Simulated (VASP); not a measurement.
# A point defect in a supercell of BaAg2As2, part 2 of 4

How easily does a point defect form in BaAg2As2? The host is relaxed first, then a supercell is run with and without the defect. The start is a cell from a database of measured crystal structures.

VASP 6.6.1, plane waves and PAW; the level of theory is named at each step.

So far. Step 2 (Relaxing the host crystal): The run ended after 10 ionic steps, 0.034 eV below its first step, once forces and stress met EDIFFG = -0.02.

## (3) The perfect supercell

Level of this step: SCAN; plane waves and PAW (Ba_sv, Ag, As) (VASP).

System of this step: BaAg2As2. Symmetry: I4/mmm, No. 139, tetragonal system. The conventional cell has a = 4.535 Å, b = 4.535 Å, c = 11.315 Å, α = 90.00°, β = 90.00°, γ = 90.00°. Nearest to Ba lie 8 As at 3.47 Å and 8 Ag at 3.63 Å. Nearest to Ag lie 4 As at 2.72 Å and 4 Ag at 3.21 Å and 4 Ba at 3.63 Å. As has 1 As at 2.67 Å and 4 Ag at 2.72 Å and 4 Ba at 3.47 Å nearest. Farther neighbours are not listed.

The same cell, mesh and cutoff without the defect give the energy to subtract and, in a gapped host, the band edges to count from, so that most errors cancel.

INCAR

```
SYSTEM = BaAg2As2
PREC = Normal
ENCUT = 300
EDIFF = 1E-05
NELM = 120
ISMEAR = 1
SIGMA = 0.2
LREAL = Auto
ALGO = Normal
METAGGA = SCAN
LASPH = .TRUE.
NBANDS = 196
LORBIT = 11
LWAVE = .FALSE.
LCHARG = .FALSE.
KPAR = 4
```

POSCAR

```
BaAg2As2
1.0
   -4.5351335918      4.5351335918     11.3149572032
    4.5351335918     -4.5351335918     11.3149572032
    4.5351335918      4.5351335918    -11.3149572032
Ba Ag As
8 16 16
Direct
    0.0000000000      0.0000000000      0.0000000000
    0.0000000000      0.0000000000      0.5000000000
    0.0000000000      0.5000000000      0.0000000000
    0.0000000000      0.5000000000      0.5000000000
    0.5000000000      0.0000000000      0.0000000000
    0.5000000000      0.0000000000      0.5000000000
    0.5000000000      0.5000000000      0.0000000000
    0.5000000000      0.5000000000      0.5000000000
    0.1250000000      0.3750000000      0.2500000000
    0.1250000000      0.3750000000      0.7500000000
    0.1250000000      0.8750000000      0.2500000000
    0.1250000000      0.8750000000      0.7500000000
    0.6250000000      0.3750000000      0.2500000000
    0.6250000000      0.3750000000      0.7500000000
    0.6250000000      0.8750000000      0.2500000000
    0.6250000000      0.8750000000      0.7500000000
    0.3750000000      0.1250000000      0.2500000000
    0.3750000000      0.1250000000      0.7500000000
    0.3750000000      0.6250000000      0.2500000000
    0.3750000000      0.6250000000      0.7500000000
    0.8750000000      0.1250000000      0.2500000000
    0.8750000000      0.1250000000      0.7500000000
    0.8750000000      0.6250000000      0.2500000000
    0.8750000000      0.6250000000      0.7500000000
    0.3090174412      0.3090174412      0.0000000000
    0.3090174412      0.3090174412      0.5000000000
    0.3090174412      0.8090174412      0.0000000000
    0.3090174412      0.8090174412      0.5000000000
    0.8090174412      0.3090174412      0.0000000000
    0.8090174412      0.3090174412      0.5000000000
    0.8090174412      0.8090174412      0.0000000000
    0.8090174412      0.8090174412      0.5000000000
    0.1909825588      0.1909825588      0.0000000000
    0.1909825588      0.1909825588      0.5000000000
    0.1909825588      0.6909825588      0.0000000000
    0.1909825588      0.6909825588      0.5000000000
    0.6909825588      0.1909825588      0.0000000000
    0.6909825588      0.1909825588      0.5000000000
    0.6909825588      0.6909825588      0.0000000000
    0.6909825588      0.6909825588      0.5000000000
```

KPOINTS

```
Automatic mesh
0
Gamma
4 4 4
0 0 0
```

Potentials, in the order of the species: Ba_sv, Ag and As (PBE family, release 64).

Run with:

```
$ mpirun -np 4 vasp_std
```

The log of the run:

```text
[banner, memory and clock lines left out]
running    4 mpi-ranks, on    1 nodes
 distrk:  each k-point on    1 cores,    4 groups
 distr:  one band on    1 cores,    1 groups

 POSCAR found type information on POSCAR BaAgAs
 POSCAR found :  3 types and      40 ions
 [... a notice as in an earlier step ...]

 LDA part: xc-table for (None), standard interpolation
 POSCAR, INCAR and KPOINTS ok, starting setup
 FFT: planning ... GRIDC
 FFT: planning ... GRID_SOFT
 FFT: planning ... GRID
 WAVECAR not read
 entering main loop
       N       E                     dE             d eps       ncg     rms          rms(c)
DAV:   1     0.618631882327E+03    0.61863E+03   -0.11497E+05  5096   0.104E+03
DAV:   2    -0.112945940477E+04   -0.17481E+04   -0.16862E+04  5684   0.263E+02
DAV:   3    -0.126210764674E+04   -0.13265E+03   -0.13003E+03  6040   0.672E+01
DAV:   4    -0.126731864501E+04   -0.52110E+01   -0.51880E+01  6672   0.120E+01
DAV:   5    -0.126747618596E+04   -0.15754E+00   -0.15742E+00  6920   0.196E+00    0.324E+01
DAV:   6    -0.116690943428E+04    0.10057E+03   -0.24584E+02  5528   0.531E+01    0.332E+01
DAV:   7    -0.116527174160E+04    0.16377E+01   -0.20662E+01  5588   0.122E+01    0.184E+01
DAV:   8    -0.116407006280E+04    0.12017E+01   -0.10702E+01  5604   0.108E+01    0.306E+00
DAV:   9    -0.116395372441E+04    0.11634E+00   -0.12937E+00  5904   0.295E+00    0.138E+00
DAV:  10    -0.116390579897E+04    0.47925E-01   -0.32672E-01  6384   0.149E+00    0.556E-01
DAV:  11    -0.116390672739E+04   -0.92843E-03   -0.30388E-02  5568   0.397E-01    0.227E-01
DAV:  12    -0.116390592742E+04    0.79997E-03   -0.98553E-03  5776   0.316E-01    0.989E-02
DAV:  13    -0.116390611251E+04   -0.18509E-03   -0.17852E-03  6288   0.974E-02    0.351E-02
DAV:  14    -0.116390606742E+04    0.45098E-04   -0.10542E-04  5952   0.258E-02    0.137E-02
DAV:  15    -0.116390606833E+04   -0.91401E-06   -0.20683E-05  3528   0.118E-02
   1 F= -.11639061E+04 E0= -.11639110E+04  d E =0.148000E-01
```

Wall time 10 min (4 MPI ranks of Intel Xeon 6975P-C (Granite Rapids), shared host); peak memory 3.6 GiB.

From OUTCAR (step 3):

```text
  LATTYP: Found a body centered tetragonal cell.
 ALAT       =     9.0702671836
 C/A-ratio  =     2.4949556555

The static configuration has the point symmetry D_4h.

 Found     13 irreducible k-points:

   k-points           NKPTS =     13   k-points in BZ     NKDIM =     13   number of bands    NBANDS=    196

   dimension x,y,z NGX =    56 NGY =   56 NGZ =   56
   dimension x,y,z NGXF=   112 NGYF=  112 NGZF=  112

   ENCUT  =  300.0 eV  22.05 Ry    4.70 a.u.  18.37 18.37 18.37*2*pi/ulx,y,z

   NELECT =     336.0000    total number of electrons

 E-fermi :   5.5598

 k-point     1 :       0.0000    0.0000    0.0000
  band No.  band energies     occupation
    ...
    169       5.5114      1.39659
    170       5.5115      1.39587
    171       5.5115      1.39587
    172       5.5490      1.09118
    173       5.5490      1.09108
    174       5.8608     -0.05485
    175       5.9408     -0.02145
    176       6.1914     -0.00007
    177       6.1915     -0.00007
    178       7.1715     -0.00000
    ...

 k-point     2 :       0.2500    0.0000    0.0000
  band No.  band energies     occupation
    ...
    163       4.7512      2.00000
    164       4.7513      2.00000
    165       4.7666      2.00000
    166       5.2111      2.03339
    167       5.5743      0.87727
    168       5.6227      0.49558
    169       5.6578      0.27068
    170       5.6578      0.27065
    171       5.7327     -0.00959
    172       5.7327     -0.00965
    ...

  Total        1.3203048      1.3203048     -0.4312166      0.0000000      0.0000000      0.0000000
  in kB        2.2724363      2.2724363     -0.7421863      0.0000000      0.0000000      0.0000000
  external PRESSURE =       1.2675621 kB  Pullay stress =       0.0000000 kB

  energy-cutoff  :      300.00
  volume of cell :      930.88
      direct lattice vectors                 reciprocal lattice vectors
    -4.535133592  4.535133592 11.314957203     0.000000000  0.110250335  0.044189297
     4.535133592 -4.535133592 11.314957203     0.110250335  0.000000000  0.044189297
     4.535133592  4.535133592-11.314957203     0.110250335  0.110250335  0.000000000

 POSITION                                       TOTAL-FORCE (eV/Angst)
 -----------------------------------------------------------------------------------
      0.00000      0.00000      0.00000         0.000000     -0.000000      0.000000
      2.26757      2.26757     -5.65748         0.000000     -0.000000      0.000000
      2.26757     -2.26757      5.65748         0.000000     -0.000000      0.000000
      4.53513      0.00000      0.00000         0.000000     -0.000000      0.000000
     -2.26757      2.26757      5.65748         0.000000     -0.000000      0.000000
      0.00000      4.53513      0.00000         0.000000     -0.000000      0.000000
      0.00000      0.00000     11.31496         0.000000     -0.000000      0.000000
      2.26757      2.26757      5.65748         0.000000     -0.000000      0.000000
      2.26757      0.00000      2.82874         0.000000     -0.000000      0.000000
      4.53513      2.26757     -2.82874         0.000000     -0.000000      0.000000
      4.53513     -2.26757      8.48622         0.000000     -0.000000      0.000000
      6.80270      0.00000      2.82874         0.000000     -0.000000      0.000000
     -0.00000      2.26757      8.48622         0.000000     -0.000000      0.000000
      2.26757      4.53513      2.82874         0.000000     -0.000000      0.000000
      2.26757      0.00000     14.14370         0.000000     -0.000000      0.000000
      4.53513      2.26757      8.48622         0.000000     -0.000000      0.000000
      0.00000      2.26757      2.82874         0.000000     -0.000000      0.000000
      2.26757      4.53513     -2.82874         0.000000     -0.000000      0.000000
      2.26757     -0.00000      8.48622        -0.000000     -0.000000      0.000000
      4.53513      2.26757      2.82874         0.000000     -0.000000      0.000000
     -2.26757      4.53513      8.48622         0.000000     -0.000000      0.000000
      0.00000      6.80270      2.82874         0.000000     -0.000000      0.000000
      0.00000      2.26757     14.14370         0.000000     -0.000000      0.000000
      2.26757      4.53513      8.48622         0.000000     -0.000000      0.000000
      0.00000      0.00000      6.99304         0.000000      0.000000     -0.065027
      2.26757      2.26757      1.33556        -0.000000      0.000000     -0.065027
      2.26757     -2.26757     12.65052         0.000000      0.000000     -0.065027
      4.53513      0.00000      6.99304        -0.000000      0.000000     -0.065027
     -2.26757      2.26757     12.65052        -0.000000     -0.000000     -0.065027
      0.00000      4.53513      6.99304         0.000000      0.000000     -0.065027
      0.00000      0.00000     18.30800         0.000000      0.000000     -0.065027
      2.26757      2.26757     12.65052        -0.000000     -0.000000     -0.065027
      0.00000      0.00000      4.32192        -0.000000     -0.000000      0.065027
      2.26757      2.26757     -1.33556         0.000000      0.000000      0.065027
      2.26757     -2.26757      9.97940         0.000000      0.000000      0.065027
      4.53513     -0.00000      4.32192        -0.000000     -0.000000      0.065027
     -2.26757      2.26757      9.97940        -0.000000      0.000000      0.065027
     -0.00000      4.53513      4.32192         0.000000     -0.000000      0.065027
      0.00000      0.00000     15.63688         0.000000     -0.000000      0.065027
      2.26757      2.26757      9.97940        -0.000000     -0.000000      0.065027
 -----------------------------------------------------------------------------------
    total drift:                               -0.000000      0.000000      0.000000

  FREE ENERGIE OF THE ION-ELECTRON SYSTEM (eV)
  ---------------------------------------------------
  free  energy   TOTEN  =     -1163.9060683301 eV

  energy  without entropy=    -1163.9208683496  energy(sigma->0) =    -1163.91100167

 total charge
# of ion       s       p       d       tot
------------------------------------------
    1        2.007   5.611   0.305   7.922
    2        2.007   5.611   0.305   7.922
    3        2.007   5.611   0.305   7.922
    4        2.007   5.611   0.305   7.922
    5        2.007   5.611   0.305   7.922
    6        2.007   5.611   0.305   7.922
    7        2.007   5.611   0.305   7.922
    8        2.007   5.611   0.305   7.922
    9        0.428   0.311   9.163   9.902
   10        0.428   0.311   9.163   9.902
   11        0.428   0.311   9.163   9.902
   12        0.428   0.311   9.163   9.902
   13        0.428   0.311   9.163   9.902
   14        0.428   0.311   9.163   9.902
   15        0.428   0.311   9.163   9.902
   16        0.428   0.311   9.163   9.902
   17        0.428   0.311   9.163   9.902
   18        0.428   0.311   9.163   9.902
   19        0.428   0.311   9.163   9.902
   20        0.428   0.311   9.163   9.902
   21        0.428   0.311   9.163   9.902
   22        0.428   0.311   9.163   9.902
   23        0.428   0.311   9.163   9.902
   24        0.428   0.311   9.163   9.902
   25        1.240   1.472   0.034   2.746
   26        1.240   1.472   0.034   2.746
   27        1.240   1.472   0.034   2.746
   28        1.240   1.472   0.034   2.746
   29        1.240   1.472   0.034   2.746
   30        1.240   1.472   0.034   2.746
   31        1.240   1.472   0.034   2.746
   32        1.240   1.472   0.034   2.746
   33        1.240   1.472   0.034   2.746
   34        1.240   1.472   0.034   2.746
   35        1.240   1.472   0.034   2.746
   36        1.240   1.472   0.034   2.746
   37        1.240   1.472   0.034   2.746
[...]
--------------------------------------------------
tot         42.752  73.417 149.580 265.749

[... 1 part as in an earlier step ...]

[... 7 further parts left out ...]
```

Numbers from this step:

```yaml
electronic_cycles: 15
electrons: 336
free_energy_toten: -1163.9061 eV
energy_at_zero_smearing: -1163.9110 eV
fermi_energy: 5.560 eV
```

Force (size) by element, in eV/Å:

| element | atoms | mean | spread (r.m.s.) | least | largest |
| --- | --- | --- | --- | --- | --- |
| Ba | 8 | 0.0000 | 0.0000 | 0.0000 | 0.0000 |
| Ag | 16 | 0.0000 | 0.0000 | 0.0000 | 0.0000 |
| As | 16 | 0.0650 | 0.0000 | 0.0650 | 0.0650 |

The atoms with the largest values:

| atom | x, y, z (Å) | force (eV/Å) |
| --- | --- | --- |
| As25 | 0.00, 0.00, 6.99 | 0.0000, 0.0000, -0.0650 |
| As26 | 2.27, 2.27, 1.34 | 0.0000, 0.0000, -0.0650 |
| As27 | 2.27, -2.27, 12.65 | 0.0000, 0.0000, -0.0650 |
| As28 | 4.54, 0.00, 6.99 | 0.0000, 0.0000, -0.0650 |
| As29 | -2.27, 2.27, 12.65 | 0.0000, 0.0000, -0.0650 |
| As30 | 0.00, 4.54, 6.99 | 0.0000, 0.0000, -0.0650 |
| As31 | 0.00, 0.00, 18.31 | 0.0000, 0.0000, -0.0650 |
| As32 | 2.27, 2.27, 12.65 | 0.0000, 0.0000, -0.0650 |

The host is treated as a metal, as its relaxation found a gap under 0.3 eV or none, and only the neutral defect is run.

[end of part 2 of 4]

[Lines on the potential files, build, host, timing and source positions are cut from VASP's logs without a mark.]

[Logs are printed without paths, hosts, clocks, repeated set-up lines and the standing remarks that a program may print on its own settings, such as how far it seeks lower states.]

[Hosts, paths, dates, database ids (printed as entryN), source tags and the programs' standing remarks are cut or masked in the printed files.]

[In band tables of VASP the shares of atoms and orbitals are scaled to a sum of 1 inside the atoms' spheres.]

[Runs that stopped without an error message from VASP are left out.]
